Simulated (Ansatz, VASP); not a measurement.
# Si5C92 (annealed Voronoi polycrystal of C with 5 % Si on C sites (3 grains at the start)): VASP beside Ansatz, part 2 of 2

Wanted: the spread between two codes on one cell, functional and k mesh. Of the first pair: The structure shown is the start of the Ansatz relaxation below; VASP solves that cell, so the two are compared at the walk's first step.

VASP 6.6.1 and Ansatz 0.2.0.

So far. Step 3 (VASP: single point, PBE, start cell, pair 1): The run ends at a pressure of -4.54 GPa, with forces up to 6.2 eV/Å.

### Step 5. Ansatz: relaxation, PBE

Level of this step: Ansatz beside VASP: Kohn-Sham DFT, plane waves, PBE (Ansatz).

This run makes the geometry at which the two programs are then compared.

The structure compared here is the end of the Ansatz relaxation.

Contents of input.yaml:

```yaml
crystal:
  lattice:
    - [13.25235, 0.0, 0.0]
    - [0.0, 10.43381, 0.0]
    - [0.0, 0.0, 11.14608]
  atoms:
    - { symbol: C, position: [0.00849, 0.20558, 0.54373] }
    - { symbol: C, position: [0.91219, 0.57503, 0.07763] }
    - { symbol: C, position: [0.00858, 0.17162, 0.41611] }
    - { symbol: C, position: [0.06778, 0.29256, 0.10946] }
    - { symbol: C, position: [0.02269, 0.58258, 0.64826] }
    - { symbol: C, position: [0.04795, 0.71561, 0.66322] }
    - { symbol: C, position: [0.10272, 0.37892, 0.63916] }
    - { symbol: C, position: [0.01978, 0.33836, 0.5675] }
    - { symbol: C, position: [0.12009, 0.51088, 0.6386] }
    - { symbol: C, position: [0.96276, 0.56024, 0.53608] }
    - { symbol: Si, position: [0.02016, 0.51999, 0.96921] }
    - { symbol: C, position: [0.52832, 0.57974, 0.45617] }
    - { symbol: C, position: [0.56502, 0.36704, 0.54302] }
    - { symbol: C, position: [0.7298, 0.54908, 0.21129] }
    - { symbol: C, position: [0.53383, 0.24568, 0.34736] }
    - { symbol: C, position: [0.56253, 0.08709, 0.07845] }
    - { symbol: C, position: [0.66509, 0.11103, 0.12852] }
    - { symbol: C, position: [0.5932, 0.32887, 0.25577] }
    - { symbol: C, position: [0.70198, 0.31276, 0.25794] }
    - { symbol: C, position: [0.69866, 0.077, 0.3542] }
    - { symbol: C, position: [0.62167, 0.48065, 0.03815] }
    - { symbol: C, position: [0.72251, 0.5253, 0.08554] }
    - { symbol: C, position: [0.80781, 0.57412, 0.0131] }
    - { symbol: Si, position: [0.7476, 0.27019, 0.10034] }
    - { symbol: C, position: [0.88293, 0.33907, 0.13575] }
    - { symbol: C, position: [0.71057, 0.03071, 0.23029] }
    - { symbol: C, position: [0.94748, 0.127, 0.11874] }
    - { symbol: C, position: [0.66865, 0.42678, 0.72112] }
    - { symbol: C, position: [0.6015, 0.47335, 0.47588] }
    - { symbol: C, position: [0.71405, 0.47342, 0.43157] }
[... 158 atom lines left out ...]
    - { symbol: C, position: [0.44008, 0.92031, 0.585] }
    - { symbol: C, position: [0.44777, 0.94007, 0.71504] }
    - { symbol: C, position: [0.19931, 0.0048, 0.63859] }
    - { symbol: C, position: [0.44472, 0.02817, 0.50783] }
    - { symbol: C, position: [0.37657, 0.73205, 0.67248] }
    - { symbol: C, position: [0.12559, 0.91922, 0.56864] }
kpoints:
  mp_grid: { grid: [1, 1, 1] }
hamiltonian:
  xc: pbe
scf:
  occupations: { method: fermi_dirac, width: 0.05 }
output:
  forces: true
relax:
  f_tol: 0.05
  max_steps: 120
```

Launch:

```console
$ ansatz run input.yaml --threads 4 --pin off --max-ram 8192MiB --backend cpu --events-out ev --progress --plain --runs-dir out
```

Numbers of over 12 decimals in the logs are rounded to 6 here.

Log:

```text
[...]
Crystal: 194 atoms, lattice volume = 1541.196 Å³
Basis set: ecut = 420 eV, 30163 PW (Γ), exchange–correlation on 180×144×150 points (8 copies of the dense FFT grid, shifted against one another)
Bands: 582, of which v1, the nominal top of the filled ones, is band 388 counted from 1 (387 counted from 0)
Symmetry: 1 space group operations
[...]
k-points: 1
[...]
SCF iter   1: F=—  HF=-52333.756980 eV  |F-HF|=—  |Δ(HF+E_count)|=         —  Δρ=1.53e-2  dr2=9.88e0  ethr=1.77e-3  ⟨swp⟩=6.0  Hψ=2606  notcnv=0  defer=92
[...]
- { symbol: Si, position: [0.613805, 0.794814, 0.140947] }
[...]
- { symbol: Si, position: [0.196875, 0.212011, 0.121377] }
[...]
- { symbol: Si, position: [0.291641, 0.508194, 0.819513] }
[...]
- { symbol: Si, position: [0.701897, 0.156240, 0.694537] }
[...]
- { symbol: Si, position: [0.311869, 0.879726, 0.868837] }
[...]
- { symbol: C, position: [0.187337, -0.024840, 0.645611] }
    - { symbol: C, position: [0.431243, 0.043857, 0.517457] }
    - { symbol: C, position: [0.388941, 0.740088, 0.676820] }
    - { symbol: C, position: [0.118279, 0.909082, 0.575285] }
```

### Step 6. VASP: single point, PBE, relaxed cell, pair 2

The same cell, functional, mesh and smearing now go to VASP, with its own data sets.

Contents of INCAR:

```
SYSTEM = Si5C92
PREC = Accurate
ENCUT = 520
EDIFF = 1E-06
NELM = 120
ISMEAR = -1
SIGMA = 0.05
LREAL = Auto
ALGO = Normal
GGA = PE
NBANDS = 523
LORBIT = 11
LWAVE = .FALSE.
LCHARG = .FALSE.
ISIF = 2
LASPH = .TRUE.
GGA_COMPAT = .FALSE.
```

Contents of POSCAR:

```
Si5C92
1.0
   13.2523500000      0.0000000000      0.0000000000
    0.0000000000     10.4338100000      0.0000000000
    0.0000000000      0.0000000000     11.1460800000
C Si
184 10
Direct
    0.9900600000      0.1981200000      0.5237500000
    0.9127900000      0.5683100000      0.0635500000
    0.9942000000      0.1668200000      0.3966500000
    0.0554200000      0.2503100000      0.0844200000
    0.9861000000      0.5635600000      0.6403300000
    0.9963000000      0.7058100000      0.6593500000
    0.0783500000      0.3641000000      0.6429400000
    0.0171900000      0.3266000000      0.5518000000
    0.0902300000      0.5010800000      0.6495600000
    0.9483500000      0.5423300000      0.5170700000
    0.5154700000      0.6019400000      0.4528900000
    0.5682300000      0.3762700000      0.5404900000
    0.7240500000      0.5637600000      0.2077300000
    0.5487700000      0.2502900000      0.3451600000
    0.5655100000      0.1037600000      0.0726300000
    0.6537200000      0.1210500000      0.1361500000
    0.5804900000      0.3505600000      0.2346600000
    0.6928000000      0.3292100000      0.2524400000
    0.6730300000      0.0902200000      0.3554300000
    0.6244400000      0.4892600000      0.0373800000
    0.7255000000      0.5456300000      0.0753700000
    0.8067800000      0.5725800000      0.0038800000
    0.8797800000      0.3392800000      0.1200600000
    0.6495500000      0.0417400000      0.2447300000
    0.9781200000      0.1374600000      0.0868100000
    0.6685600000      0.4060400000      0.7280400000
    0.5780700000      0.4982500000      0.4698500000
    0.6949700000      0.4922300000      0.4174700000
    0.6805000000      0.5513600000      0.6994400000
    0.7126700000      0.6495500000      0.5888600000
[... 158 atom lines left out ...]
    0.0338400000      0.0221600000      0.2095500000
    0.6138000000      0.7948100000      0.1409500000
    0.1968700000      0.2120100000      0.1213800000
    0.2916400000      0.5081900000      0.8195100000
    0.7019000000      0.1562400000      0.6945400000
    0.3118700000      0.8797300000      0.8688400000
```

Contents of KPOINTS:

```
Automatic mesh
0
Gamma
1 1 1
0 0 0
```

Potentials, in the order of the species: C and Si (PBE family, release 64).

Launch:

```console
$ export OMP_NUM_THREADS=4
$ mpirun -np 1 vasp_gam
```

Log:

```text
[... set-up lines as in an earlier step ...]
 entering main loop
       N       E                     dE             d eps       ncg     rms          rms(c)
DAV:   1     0.528418565338E+04    0.52842E+04   -0.45415E+05  1054   0.149E+03
DAV:   2    -0.115087353747E+04   -0.64351E+04   -0.60468E+04  1297   0.337E+02
DAV:   3    -0.168202189738E+04   -0.53115E+03   -0.51429E+03  1284   0.928E+01
DAV:   4    -0.169799314406E+04   -0.15971E+02   -0.15809E+02  1236   0.171E+01
[...]
DAV:  19    -0.160440057538E+04   -0.63673E-05   -0.13901E-05  1164   0.550E-03    0.542E-03
DAV:  20    -0.160440057660E+04   -0.12131E-05   -0.34087E-06   956   0.265E-03    0.253E-03
DAV:  21    -0.160440057669E+04   -0.94318E-07   -0.84056E-07   700   0.130E-03
   1 F= -.16044006E+04 E0= -.16043068E+04  d E =-.187611E+00
```

OUTCAR, selected parts (step 6):

```text
  FREE ENERGIE OF THE ION-ELECTRON SYSTEM (eV)
  ---------------------------------------------------
  free  energy   TOTEN  =     -1604.4005766919 eV

  energy  without entropy=    -1604.2129655832  energy(sigma->0) =    -1604.30677114
```

The run ends at a pressure of 0.91 GPa, with forces up to 0.085 eV/Å.

### Step 7. Differences

Forces on 8 of the 194 atoms, those with the largest forces and the largest differences (eV/Å; atoms numbered as in POSCAR):

| atom | Ansatz x, y, z | VASP x, y, z |
| --- | --- | --- |
| C33 | -0.006, 0.004, -0.007 | -0.024, 0.045, -0.048 |
| C55 | 0.008, -0.003, 0.004 | 0.069, -0.026, 0.026 |
| C97 | 0.016, -0.005, 0.010 | 0.066, -0.026, 0.022 |
| C101 | 0.003, -0.006, 0.001 | -0.031, 0.052, -0.019 |
| C104 | -0.002, -0.004, -0.003 | -0.020, -0.079, -0.009 |
| C135 | -0.007, 0.003, -0.003 | -0.001, -0.019, -0.066 |
| C151 | -0.020, -0.010, 0.009 | -0.012, -0.063, 0.021 |
| C165 | -0.029, 0.023, 0.007 | -0.067, 0.052, -0.010 |

The forces differ by 19 meV/Å r.m.s., which is 93.6 % of the r.m.s. force of 0.020 eV/Å (both taken over all components).

### Step 8. Results

| Property | Result |
| --- | --- |
| r.m.s. force difference (single point, PBE, start cell, pair 1) | 1.0 % of the r.m.s. force |
| r.m.s. force difference (single point, PBE, relaxed cell, pair 2) | 19 meV/Å |

In words: The r.m.s. force difference is 19 meV/Å (single point, PBE, relaxed cell, pair 2), beyond the 12 meV/Å picked in this series as the mark of a large difference. What causes the difference of the single point, PBE, relaxed cell, pair 2 pair stays open here. Such differences can come from data sets, numerical settings and the points named under the comparisons, not from the functional's error against experiment.

[Lines on the potential files, build, host, timing and source positions are cut from VASP's logs without a mark.]

[Logs are printed without paths, hosts, clocks, repeated set-up lines and the standing remarks that a program may print on its own settings, such as how far it seeks lower states.]

[Hosts, paths, dates, database ids (printed as entryN), source tags and the programs' standing remarks are cut or masked in the printed files.]
